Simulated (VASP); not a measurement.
Method: PBE GGA with D3 dispersion (Becke-Johnson damping), VASP's PBE PAW potentials (set 64) (plane waves; VASP).

The input files of a VASP run:

**KPOINTS**
```
kpoints
0
G
 10 10 10
```

### INCAR
```
SYSTEM  =  Ca
PREC  =  Accurate; ENCUT  =  520; LREAL  =  .False.
LASPH  =  .True.
EDIFF  =  1E-6; NELM  =  100; ALGO  =  Normal
ISMEAR  =  1; SIGMA  =  0.1
GGA  =  PE; IVDW  =  12
IBRION  =  2; NSW  =  60; ISIF  =  3
EDIFFG  =  -0.01
LWAVE  =  .False.; LCHARG  =  .False.
```

**POSCAR**
```
Ca
1
    0.0000000000     2.7900000000     2.7900000000
    2.7900000000     0.0000000000     2.7900000000
    2.7900000000     2.7900000000     0.0000000000
Ca
1
Direct
  0.0000000000   0.0000000000   0.0000000000
```

POTCAR, in this order: Ca_sv (PBE.64 set). Program: vasp_std.

Output

**OSZICAR**
```
       N       E                     dE             d eps       ncg     rms          rms(c)
DAV:   1     0.638402871237E+02    0.63840E+02   -0.52874E+03   846   0.102E+03
DAV:   2    -0.684905283969E+00   -0.64525E+02   -0.64225E+02   873   0.226E+02
DAV:   3    -0.188520320987E+01   -0.12003E+01   -0.11957E+01  1325   0.341E+01
DAV:   4    -0.193694229644E+01   -0.51739E-01   -0.51693E-01  1258   0.518E+00
DAV:   5    -0.193764459995E+01   -0.70230E-03   -0.70185E-03  1453   0.475E-01    0.223E+00
DAV:   6    -0.193158439429E+01    0.60602E-02   -0.11381E-02  1094   0.136E+00    0.137E+00
DAV:   7    -0.192994675036E+01    0.16376E-02   -0.16935E-02  1051   0.182E+00    0.105E-01
DAV:   8    -0.192953597730E+01    0.41077E-03   -0.20923E-03  1026   0.486E-01    0.201E-02
DAV:   9    -0.192954654486E+01   -0.10568E-04   -0.12654E-04  1333   0.871E-02    0.728E-03
DAV:  10    -0.192954706602E+01   -0.52116E-06   -0.84422E-06  1178   0.331E-02
   1 F= -.21529423E+01 E0= -.21530637E+01  d E =-.215294E+01
       N       E                     dE             d eps       ncg     rms          rms(c)
DAV:   1    -0.213163045491E+01   -0.20208E+00   -0.58819E+00   905   0.286E+01    0.279E+00
DAV:   2    -0.196490082699E+01    0.16673E+00   -0.49208E-01   881   0.909E+00    0.139E+00
DAV:   3    -0.192415472563E+01    0.40746E-01   -0.30569E-01  1143   0.507E+00    0.418E-01
DAV:   4    -0.192603534543E+01   -0.18806E-02   -0.20521E-02  1015   0.166E+00    0.220E-01
DAV:   5    -0.192977375546E+01   -0.37384E-02   -0.52240E-03  1285   0.368E-01    0.109E-01
DAV:   6    -0.193013091476E+01   -0.35716E-03   -0.53915E-04  1416   0.171E-01    0.396E-02
DAV:   7    -0.193012090627E+01    0.10008E-04   -0.41662E-05  1032   0.787E-02    0.463E-03
DAV:   8    -0.193011852916E+01    0.23771E-05   -0.17921E-05  1350   0.234E-02    0.803E-04
DAV:   9    -0.193011857869E+01   -0.49527E-07   -0.79630E-08   511   0.295E-03
   2 F= -.21648196E+01 E0= -.21647853E+01  d E =-.118774E-01
       N       E                     dE             d eps       ncg     rms          rms(c)
DAV:   1    -0.197545011088E+01   -0.45332E-01   -0.14837E+00   888   0.146E+01    0.138E+00
DAV:   2    -0.193468482158E+01    0.40765E-01   -0.12966E-01   888   0.460E+00    0.706E-01
DAV:   3    -0.192419243701E+01    0.10492E-01   -0.79446E-02  1106   0.258E+00    0.225E-01
DAV:   4    -0.192463178288E+01   -0.43935E-03   -0.58685E-03   971   0.907E-01    0.111E-01
DAV:   5    -0.192562371984E+01   -0.99194E-03   -0.15644E-03  1298   0.202E-01    0.548E-02
DAV:   6    -0.192571162222E+01   -0.87902E-04   -0.15205E-04  1433   0.887E-02    0.164E-02
DAV:   7    -0.192570284339E+01    0.87788E-05   -0.16001E-05   985   0.492E-02    0.115E-02
DAV:   8    -0.192570459366E+01   -0.17503E-05   -0.18397E-05  1330   0.317E-02    0.128E-03
DAV:   9    -0.192570452240E+01    0.71263E-07   -0.50321E-08   445   0.260E-03
   3 F= -.21663193E+01 E0= -.21661692E+01  d E =-.133770E-01
```

File OUTCAR:
```
------------------------ aborting loop because EDIFF is reached ----------------------------------------
 Edisp (eV)   -0.24061
  FORCE on cell =-STRESS in cart. coord.  units (eV):
  Direction    XX          YY          ZZ          XY          YZ          ZX
  --------------------------------------------------------------------------------------
  Total       0.00106     0.00106     0.00106     0.00000    -0.00000    -0.00000
  in kB       0.04228     0.04228     0.04228     0.00000    -0.00000    -0.00000
  external pressure =        0.04 kB  Pullay stress =        0.00 kB
  volume of cell :       40.23
      direct lattice vectors                 reciprocal lattice vectors
     0.000000000  2.719624824  2.719624824    -0.183848888  0.183848888  0.183848888
     2.719624824 -0.000000000  2.719624824     0.183848888 -0.183848888  0.183848888
     2.719624824  2.719624824  0.000000000     0.183848888  0.183848888 -0.183848888
 POSITION                                       TOTAL-FORCE (eV/Angst)
 -----------------------------------------------------------------------------------
      0.00000     -0.00000      0.00000        -0.000000     -0.000000     -0.000000
 -----------------------------------------------------------------------------------
    total drift:                               -0.000000     -0.000000     -0.000000
  FREE ENERGIE OF THE ION-ELECTRON SYSTEM (eV)
  ---------------------------------------------------
  free  energy   TOTEN  =        -2.1663193045 eV

  energy  without entropy=       -2.1658690413  energy(sigma->0) =       -2.16616922

 reached required accuracy - stopping structural energy minimisation
```
(Selected blocks of OUTCAR.)

**CONTCAR**
```
Ca
   1.00000000000000
     0.0000000000000000    2.7196248242680547    2.7196248242680547
     2.7196248242680547   -0.0000000000000000    2.7196248242680547
     2.7196248242680547    2.7196248242680547    0.0000000000000000
  Ca
     1
Direct
     0.0000000000000000    0.0000000000000000    0.0000000000000000
```

Energy and stress use the plane-wave basis of the starting cell.

The compound is Ca in the fcc structure. This run relaxes it. Symmetry was kept, so distortions that lower it aren't found.
